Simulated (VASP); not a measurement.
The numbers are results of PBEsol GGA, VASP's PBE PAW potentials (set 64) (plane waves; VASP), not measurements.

Input for VASP

POSCAR:
```
AgNO3
1.0
  2.5221601190   1.4561697013   2.7225486396
 -2.5221601190   1.4561697013   2.7225486396
  0.0000000000  -2.9123394027   2.7225486396
Ag N O
1 1 3
Cart
  0.0000000000  -0.0000000001   8.1601957491
 -0.0000000000  -0.0000000001   4.6854078763
 -0.0000000000  -1.2642480783   4.7062997529
  1.0948710444   0.6321240391   4.7062997529
 -1.0948710444   0.6321240391   4.7062997529
```

**INCAR**
```
! general
SYSTEM    =  AgNO3
PREC      =  Accurate
ENCUT     =  520   ! plane-wave cut-off (eV)
LREAL     =  .False.   ! projection in real space or not
LASPH     =  .True.   ! aspherical one-centre terms

! electronic loop
EDIFF     =  1E-7
NELM      =  100
ALGO      =  Normal   ! blocked Davidson
LMAXMIX   =  4   ! l cut-off of mixed one-centre charges

! smearing
ISMEAR    =  0   ! Gaussian
SIGMA     =  0.01   ! width (eV)

! functional
GGA       =  PS

! ions
ISIF      =  2   ! forces and stress, cell fixed

! output
LWAVE     =  .False.
LCHARG    =  .False.

! other
LCALCPOL  =  .True.
DIPOL     =  0.123 0.137 0.151
```

KPOINTS:
```
Automatic mesh
0
Gamma
7 7 7
0 0 0
```

POTCAR, in this order: Ag N O (PBE.64 set). Program: vasp_std.

The run wrote:

OUTCAR:
```
 ion  position               nearest neighbor table
   1  0.999  0.999  0.999-   3 2.58   4 2.58   5 2.58   4 2.63   5 2.63   4 2.63   5 2.63   3 2.63
                             3 2.63
   2  0.574  0.574  0.574-   3 1.26   4 1.26   5 1.26
   3  0.432  0.432  0.866-   2 1.26   1 2.58   1 2.63   1 2.63
   4  0.866  0.432  0.432-   2 1.26   1 2.58   1 2.63   1 2.63
   5  0.432  0.866  0.432-   2 1.26   1 2.58   1 2.63   1 2.63
  LATTYP: Found a trigonal (rhomboedric) cell.
 ALAT       =     3.9867270987
 COS(alpha) =     0.1995351097
 Subroutine PRICEL returns:
 Original cell was already a primitive cell.
 Subroutine GETGRP returns: Found  6 space group operations
The static configuration has the point symmetry C_3v.
The dynamic configuration has the point symmetry C_3v.
 Subroutine INISYM returns: Found  6 space group operations
 Subroutine IBZKPT returns following result:
 Found     44 irreducible k-points:

 Following reciprocal coordinates:
            Coordinates               Weight
  0.000000  0.000000  0.000000      1.000000
  0.142857  0.000000  0.000000      6.000000
  0.285714  0.000000  0.000000      6.000000
  0.428571  0.000000  0.000000      6.000000
  0.142857  0.142857  0.000000      6.000000
  0.285714  0.142857  0.000000     12.000000
  0.428571  0.142857  0.000000     12.000000
 -0.428571  0.142857 -0.000000     12.000000
 -0.285714  0.142857 -0.000000     12.000000
 -0.142857  0.142857  0.000000      6.000000
  0.285714  0.285714  0.000000      6.000000
  0.428571  0.285714  0.000000     12.000000
 -0.428571  0.285714 -0.000000     12.000000
 -0.285714  0.285714  0.000000      6.000000
  0.428571  0.428571  0.000000      6.000000
 -0.428571  0.428571  0.000000      6.000000
  0.142857  0.142857  0.142857      2.000000
  0.285714  0.142857  0.142857      6.000000
  0.428571  0.142857  0.142857      6.000000
 -0.428571  0.142857  0.142857      6.000000
 -0.285714  0.142857  0.142857      6.000000
 -0.142857  0.142857  0.142857      6.000000
  0.285714  0.285714  0.142857      6.000000
  0.428571  0.285714  0.142857     12.000000
 -0.428571  0.285714  0.142857     12.000000
 -0.285714  0.285714  0.142857     12.000000
 -0.142857  0.285714  0.142857     12.000000
  0.428571  0.428571  0.142857      6.000000
 -0.428571  0.428571  0.142857     12.000000
 -0.285714  0.428571  0.142857     12.000000
 -0.142857  0.428571  0.142857     12.000000
 -0.428571 -0.428571  0.142857      6.000000
 -0.285714 -0.428571  0.142857     12.000000
 -0.285714 -0.285714  0.142857      6.000000
  0.285714  0.285714  0.285714      2.000000
  0.428571  0.285714  0.285714      6.000000
 -0.428571  0.285714  0.285714      6.000000
 -0.285714  0.285714  0.285714      6.000000
  0.428571  0.428571  0.285714      6.000000
 -0.428571  0.428571  0.285714     12.000000
 Subroutine IBZKPT_HF returns following result:
   k-points           NKPTS =     44   k-points in BZ     NKDIM =     44   number of bands    NBANDS=     21
   number of dos      NEDOS =    301   number of ions     NIONS =      5
   total plane-waves  NPLWV =  27000
   dimension x,y,z NGX =    30 NGY =   30 NGZ =   30
   dimension x,y,z NGXF=    60 NGYF=   60 NGZF=   60
   ions per type =               1   1   3
   PREC   = accura    normal or accurate (medium, high low for compatibility)
   ISTART =      0    job   : 0-new  1-cont  2-samecut
   ICHARG =      2    charge: 1-file 2-atom 10-const
   ISPIN  =      1    spin polarized calculation?
   LNONCOLLINEAR =      F non collinear calculations
   LSORBIT =      F    spin-orbit coupling
   INIWAV =      1    electr: 0-lowe 1-rand  2-diag
...
```

File OSZICAR:
```
       N       E                     dE             d eps       ncg     rms          rms(c)
DAV:   1     0.246092196500E+03    0.24609E+03   -0.18737E+04  1864   0.155E+03
DAV:   2    -0.156428134574E+02   -0.26174E+03   -0.24994E+03  2118   0.363E+02
DAV:   3    -0.309476051662E+02   -0.15305E+02   -0.15180E+02  2218   0.967E+01
DAV:   4    -0.311394173420E+02   -0.19181E+00   -0.19149E+00  2257   0.112E+01
DAV:   5    -0.311432478830E+02   -0.38305E-02   -0.38296E-02  2183   0.154E+00    0.117E+01
DAV:   6    -0.288896822878E+02    0.22536E+01   -0.96129E+00  2028   0.263E+01    0.554E+00
DAV:   7    -0.288126688270E+02    0.77013E-01   -0.84404E-01  2098   0.786E+00    0.349E+00
DAV:   8    -0.287781696894E+02    0.34499E-01   -0.17508E-01  2301   0.332E+00    0.826E-01
DAV:   9    -0.287735861576E+02    0.45835E-02   -0.22742E-02  2243   0.150E+00    0.291E-01
DAV:  10    -0.287740240811E+02   -0.43792E-03   -0.33587E-03  2228   0.523E-01    0.663E-02
DAV:  11    -0.287740567620E+02   -0.32681E-04   -0.17246E-04  2203   0.109E-01    0.263E-02
DAV:  12    -0.287740722178E+02   -0.15456E-04   -0.39537E-05  2198   0.533E-02    0.911E-03
DAV:  13    -0.287740751062E+02   -0.28883E-05   -0.46746E-06  2183   0.257E-02    0.377E-03
DAV:  14    -0.287740754007E+02   -0.29457E-06   -0.11644E-06  2183   0.867E-03    0.140E-03
DAV:  15    -0.287740753965E+02    0.42460E-08   -0.67484E-08  1464   0.267E-03
   1 F= -.28774075E+02 E0= -.28774075E+02  d E =-.481830E-14
```

OUTCAR:
```
------------------------ aborting loop because EDIFF is reached ----------------------------------------
  FORCE on cell =-STRESS in cart. coord.  units (eV):
  Direction    XX          YY          ZZ          XY          YZ          ZX
  --------------------------------------------------------------------------------------
  Total        0.0391270      0.0391270      0.0120898      0.0000000     -0.0000000      0.0000000
  in kB        1.0449024      1.0449022      0.3228630      0.0000000     -0.0000000      0.0000000
  external PRESSURE =       0.8042226 kB  Pullay stress =       0.0000000 kB
  volume of cell :       59.99
      direct lattice vectors                 reciprocal lattice vectors
     2.522160119  1.456169701  2.722548640     0.198242767  0.114455524  0.122434299
    -2.522160119  1.456169701  2.722548640    -0.198242767  0.114455524  0.122434299
     0.000000000 -2.912339403  2.722548640     0.000000000 -0.228911049  0.122434299
 POSITION                                       TOTAL-FORCE (eV/Angst)
 -----------------------------------------------------------------------------------
      0.00000     -0.00000      8.16020         0.000000     -0.000000      0.000758
      0.00000     -0.00000      4.68541         0.000000      0.000000     -0.007143
      0.00000     -1.26425      4.70630         0.000000     -0.000647      0.002128
      1.09487      0.63212      4.70630         0.000560      0.000323      0.002128
     -1.09487      0.63212      4.70630        -0.000560      0.000323      0.002128
 -----------------------------------------------------------------------------------
    total drift:                               -0.000000     -0.000006      0.002147
  FREE ENERGIE OF THE ION-ELECTRON SYSTEM (eV)
  ---------------------------------------------------
  free  energy   TOTEN  =       -28.7740753965 eV

  energy  without entropy=      -28.7740753965  energy(sigma->0) =      -28.77407540

            Ionic dipole moment: p[ion]=(     1.20055     2.07941    21.00771 ) |e| Angst

 Total electronic dipole moment: p[elc]=(    -0.00000    -0.00000     1.57154 ) |e| Angst
```
(Selected blocks of OUTCAR.)

OUTCAR:
```
 val. band max:        2.4013853364   @ k =   0.4286   0.0000   0.0000

 cond. band min:       3.8424519471   @ k =   0.4286   0.4286   0.4286


 Fermi energy:         2.4501119709

 k-point     1 :       0.0000    0.0000    0.0000
  band No.  band energies     occupation
      1     -24.0404      2.00000
      2     -18.3983      2.00000
      3     -18.3983      2.00000
      4      -8.4951      2.00000
      5      -5.6655      2.00000
      6      -5.4986      2.00000
      7      -5.4986      2.00000
      8      -0.9411      2.00000
      9      -0.9411      2.00000
     10      -0.6260      2.00000
     11      -0.6260      2.00000
     12       0.7865      2.00000
     13       0.9571      2.00000
     14       0.9571      2.00000
     15       1.5265      2.00000
     16       1.7172      2.00000
     17       1.7172      2.00000
     18       4.4896      0.00000
     19       5.3470      0.00000
     20       9.4562      0.00000
     21      13.2264      0.00000

 k-point     2 :       0.1429    0.0000    0.0000
  band No.  band energies     occupation
      1     -24.0295      2.00000
      2     -18.4283      2.00000
      3     -18.3976      2.00000
      4      -8.3713      2.00000
      5      -5.7668      2.00000
      6      -5.5015      2.00000
      7      -5.4606      2.00000
      8      -1.0439      2.00000
      9      -0.9688      2.00000
     10      -0.7281      2.00000
     11      -0.5733      2.00000
     12       0.6310      2.00000
     13       0.7738      2.00000
     14       0.9775      2.00000
     15       1.6215      2.00000
     16       1.6613      2.00000
     17       1.9201      2.00000
     18       4.7235      0.00000
     19       5.5223      0.00000
     20       9.5592      0.00000
     21      12.2748      0.00000

 k-point     3 :       0.2857    0.0000    0.0000
  band No.  band energies     occupation
      1     -24.0048      2.00000
      2     -18.4956      2.00000
      3     -18.3960      2.00000
...
```

The structure comes from a computed database's AgNO3 entry (R3m); how it stands against other phases isn't given here. It was relaxed first, which changed the volume by -10 %.
